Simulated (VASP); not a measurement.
Consider the following.

```
AsB
1.0
    0.00000     2.40830     2.40830
    2.40830     0.00000     2.40830
    2.40830     2.40830     0.00000
B As
1 1
Cartesian
  0.00000   0.00000   0.00000
  1.20415   1.20415   1.20415
```

The numbers are results of PBE GGA, VASP's PBE PAW potentials (set 64) (plane waves; VASP 6.6.1), not measurements. Settings: 450 eV cut-off, 9×9×9 Γ-centred mesh, Gaussian smearing of 0.050 eV, potentials B As.

### Question
What does the run give for the energy per atom (σ→0)?

### Answer

- energy per atom (σ→0): -5.706 eV/atom

The absolute energy has meaning only against runs of the same code, potentials and settings.

The compound is BAs in the zinc blende structure. It was relaxed first.
